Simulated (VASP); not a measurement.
Here is the system:

```
O49Si24
1.0
    5.00557    -8.66990     0.00000
    5.00557     8.66990     0.00000
    0.00000     0.00000    10.98665
Si O
24 49
Direct
  0.01485   0.25578   0.17757
  0.26168   0.26270   0.00118
  0.23544   0.99553   0.33310
  0.99838   0.23155   0.66899
  0.25536   0.24951   0.50420
  0.23472   0.99995   0.83195
  0.00291   0.73376   0.16446
  0.26651   0.76369   0.99621
  0.27810   0.52696   0.34191
  0.99375   0.74069   0.66373
  0.26048   0.76368   0.50135
  0.23705   0.49778   0.83221
  0.49975   0.23644   0.16635
  0.76884   0.26608   0.00440
  0.73747   0.00280   0.32874
  0.50106   0.23511   0.66757
  0.76488   0.25944   0.50008
  0.73589   0.99816   0.83805
  0.50144   0.74331   0.15737
  0.76491   0.76141   0.00106
  0.74359   0.49621   0.33142
  0.49631   0.74207   0.67020
  0.75091   0.75728   0.49720
  0.73714   0.49918   0.83408
  0.12859   0.21056   0.10310
  0.27607   0.40284   0.44410
  0.36792   0.07784   0.22871
  0.42240   0.29343   0.06321
  0.19800   0.11749   0.39936
  0.10437   0.38736   0.27611
  0.12539   0.19395   0.61143
  0.29639   0.42037   0.93277
  0.37230   0.07682   0.73160
  0.41945   0.28483   0.56319
  0.20576   0.12817   0.89795
  0.07723   0.36831   0.76988
  0.13454   0.70834   0.10088
  0.29852   0.92566   0.43645
  0.35577   0.58316   0.20173
  0.43379   0.80596   0.04933
  0.20194   0.62968   0.39977
  0.07713   0.86484   0.26981
  0.11860   0.70821   0.59790
  0.28879   0.91979   0.93346
  0.36950   0.57692   0.72848
  0.41373   0.80910   0.58249
  0.20640   0.62664   0.89520
  0.07586   0.87411   0.76740
  0.62824   0.20557   0.10277
  0.80031   0.41858   0.43412
  0.88252   0.09296   0.23698
  0.92659   0.30099   0.07209
  0.70055   0.12383   0.39874
  0.58083   0.36865   0.27065
  0.63345   0.20991   0.60502
  0.79497   0.42196   0.93663
  0.86648   0.07428   0.73250
  0.92266   0.28663   0.56363
  0.71330   0.13169   0.90137
  0.57773   0.37054   0.77027
  0.63279   0.70838   0.10410
  0.78302   0.91447   0.43000
  0.87283   0.57193   0.22425
  0.92419   0.79040   0.06253
  0.72116   0.62563   0.39850
  0.58188   0.88591   0.25428
  0.62787   0.71324   0.60890
  0.79622   0.92130   0.93863
  0.86920   0.58048   0.73029
  0.91205   0.79712   0.56584
  0.70452   0.62551   0.89920
  0.57445   0.86865   0.77949
  0.46430   0.64220   0.40019
```
Cell charge -1.

All values below come from PBE GGA, VASP's PBE PAW potentials (set 64) (plane waves; VASP). Run with PREC = Normal, LREAL = Auto, ISYM = 0, NELECT = 391.0, EDIFF = 1E-5, 400 eV cut-off, 1×1×1 Γ-centred mesh, Gaussian smearing of 0.050 eV, potentials Si O. Starting moments (MAGMOM): 73*0.0137. The cell's moment is fixed (NUPDOWN = 1).

At this cut-off the stress carries a Pulay error, which pulls relaxed volumes low. The cell is charged, with a uniform compensating background. The supercell is sampled at Γ alone, which is coarse: total energies, pressure and levels can be off, energies of defects by several tenths of an eV.

**Question.** The ions are relaxed. Which structure does the run end with?

**Answer.** 
```
O49Si24
1.0
    5.00557    -8.66990     0.00000
    5.00557     8.66990     0.00000
    0.00000     0.00000    10.98665
Si O
24 49
Direct
  0.00211   0.24046   0.17071
  0.26682   0.26899   0.00467
  0.24144   0.00920   0.33767
  0.00258   0.22503   0.67646
  0.25233   0.26267   0.51024
  0.24259   0.00968   0.82905
  0.00941   0.74544   0.16845
  0.27589   0.77692   0.99213
  0.24956   0.50224   0.33723
  0.00197   0.74627   0.66923
  0.26242   0.76460   0.49997
  0.24061   0.50270   0.83406
  0.50752   0.24508   0.17024
  0.76573   0.26465   0.00065
  0.73125   0.99406   0.32700
  0.50018   0.24536   0.66015
  0.76523   0.25343   0.50124
  0.73665   0.99485   0.84231
  0.48392   0.73614   0.15976
  0.74848   0.75133   0.00921
  0.76216   0.50119   0.33701
  0.50109   0.73871   0.66575
  0.76606   0.76361   0.49899
  0.73834   0.50168   0.83354
  0.12629   0.20591   0.10184
  0.23552   0.40830   0.47356
  0.37788   0.08879   0.23634
  0.42554   0.30367   0.07236
  0.20858   0.13685   0.40036
  0.08192   0.36220   0.27943
  0.12809   0.18239   0.62226
  0.29665   0.42677   0.93885
  0.36612   0.08543   0.71888
  0.42440   0.30780   0.56048
  0.21819   0.13778   0.89974
  0.08204   0.37119   0.77041
  0.14275   0.73482   0.09382
  0.29330   0.92739   0.44052
  0.31231   0.59674   0.19179
  0.44336   0.81937   0.04687
  0.21318   0.63505   0.39663
  0.08416   0.88242   0.26964
  0.12764   0.71318   0.60368
  0.30968   0.93421   0.92359
  0.37533   0.57948   0.73134
  0.42110   0.79913   0.56870
  0.21109   0.63374   0.89523
  0.07850   0.87564   0.77602
  0.62644   0.20677   0.09878
  0.81508   0.41909   0.43914
  0.86418   0.07613   0.22351
  0.92474   0.29977   0.06736
  0.70278   0.12173   0.39588
  0.60422   0.37542   0.27136
  0.62601   0.21021   0.59761
  0.79654   0.42328   0.93463
  0.88017   0.06997   0.74811
  0.91147   0.26347   0.57227
  0.71101   0.13057   0.89767
  0.58062   0.37258   0.76831
  0.60755   0.68863   0.10609
  0.78987   0.91553   0.42769
  0.89887   0.58169   0.23584
  0.90630   0.78250   0.07500
  0.73318   0.62846   0.40310
  0.56969   0.86706   0.26582
  0.62682   0.70673   0.59793
  0.78040   0.91346   0.95056
  0.87125   0.58537   0.73032
  0.92542   0.80925   0.57077
  0.70291   0.62544   0.90007
  0.58291   0.87115   0.77002
  0.42561   0.52749   0.32283
```
Cell charge -1. The cell ends with 1.00 μB, on the first 30 sites 0.00 0.00 0.00 0.00 0.00 0.00 0.00 0.00 -0.01 0.00 0.00 0.00 0.00 0.00 0.00 0.00 0.00 0.00 0.00 0.00 0.00 0.00 0.00 0.00 0.00 0.06 0.00 0.00 0.00 0.00 μB.

**Question.** How much energy does the relaxation gain?

**Answer.** The energy (σ→0) changes by -5.7 meV/atom, in 99 ionic steps.

| step | E(σ→0) (eV) | max force (eV/Å) | pressure (GPa) | volume (Å³) |
|---|---|---|---|---|
| 1 | -569.4578 | 0.291 | -1.70 | 953.59 |
| 2 | -569.4691 | 0.458 | -1.73 | 953.59 |
| 3 | -569.4745 | 0.219 | -1.73 | 953.59 |
| 4 | -569.4925 | 0.198 | -1.76 | 953.59 |
| 5 | -569.4949 | 0.251 | -1.77 | 953.59 |
| 6 | -569.5075 | 0.219 | -1.82 | 953.59 |
| 7 | -569.5110 | 0.244 | -1.87 | 953.59 |
| 8 | -569.5225 | 0.235 | -1.92 | 953.59 |
| 9 | -569.5326 | 0.392 | -2.06 | 953.59 |
| 10 | -569.5406 | 0.307 | -2.11 | 953.59 |
| 11 | -569.5507 | 0.312 | -2.25 | 953.59 |
| 12 | -569.5579 | 0.263 | -2.28 | 953.59 |
| 13 | -569.5654 | 0.193 | -2.36 | 953.59 |
| 14 | -569.5709 | 0.186 | -2.38 | 953.59 |
| 15 | -569.5720 | 0.182 | -2.39 | 953.59 |
| 16 | -569.5777 | 0.154 | -2.39 | 953.59 |
| 17 | -569.5809 | 0.203 | -2.39 | 953.59 |
| 18 | -569.5859 | 0.209 | -2.38 | 953.59 |
| 19 | -569.5919 | 0.246 | -2.35 | 953.59 |
| 20 | -569.5973 | 0.175 | -2.34 | 953.59 |
| 21 | -569.6034 | 0.146 | -2.32 | 953.59 |
| 22 | -569.6042 | 0.192 | -2.31 | 953.59 |
| 23 | -569.6120 | 0.194 | -2.31 | 953.59 |
| 24 | -569.6214 | 0.202 | -2.31 | 953.59 |
| 25 | -569.6174 | 0.401 | -2.33 | 953.59 |

The cell is a supercell with a defect, built from SiO2 (quartz): O_i, charge -1.
